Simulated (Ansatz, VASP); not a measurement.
# WAu: VASP beside Ansatz

INCAR

```
SYSTEM = WAu
PREC = Accurate
ENCUT = 520
EDIFF = 1E-7
ISMEAR = -1
SIGMA = 0.05
LREAL = .FALSE.
LASPH = .TRUE.
NELM = 80
ALGO = Normal
ISIF = 2
LWAVE = .FALSE.
LCHARG = .FALSE.
GGA = PE
NBANDS = 20
```

KPOINTS

```
regular mesh
0
G
  8 8 8
  0 0 0
```

Contents of POSCAR:

```
WAu
1.0
    0.0000000000      2.9092100000      2.9092100000
    2.9092100000      0.0000000000      2.9092100000
    2.9092100000      2.9092100000      0.0000000000
W Au
1 1
Direct
    0.0000000000      0.0000000000      0.0000000000
    0.7500000000      0.7500000000      0.7500000000
```

Contents of input.yaml:

```yaml
crystal:
  lattice:
    - [0.0, 2.90921, 2.90921]
    - [2.90921, 0.0, 2.90921]
    - [2.90921, 2.90921, 0.0]
  atoms:
    - { symbol: W, position: [0.0, 0.0, 0.0] }
    - { symbol: Au, position: [0.75, 0.75, 0.75] }
hamiltonian:
  xc: pbe
  pseudopotentials: { kind: paw }
kpoints:
  mp_grid: { grid: [8, 8, 8] }
scf:
  occupations: { method: fermi_dirac, width: 0.05 }
output:
  forces: true
  stress: true
  eigenvalues: true
```

The cell was built by a generator and needn't be a form met in nature.

Alike in both runs: task single point; functional PBE; k mesh 8 × 8 × 8; occupations fermi-dirac, width 0.05 eV; no spin polarisation.

```csv
,VASP,Ansatz
version,VASP 6.6.1,Ansatz 0.2.0
potentials or method,"VASP PAW PBE potentials, release 64 (W_sv, Au)",Ansatz PAW
plane-wave cutoff (eV),520,420
valence electrons in the cell,25,33
```

|  | VASP | Ansatz | Ansatz less VASP |
| --- | --- | --- | --- |
| gap on the k mesh at the Fermi level (eV) | none | none | - |
| pressure (GPa) | 0.0 | 0.0 | -0.03 |

A gap of «none» marks a metal or a gap that the smearing closes. With one functional, cell and mesh, what is left measures potentials, basis and numerics. The two sets of potentials don't hold the same shells in valence.

The runs have no spin-orbit coupling, so splittings on Au, W are missing.
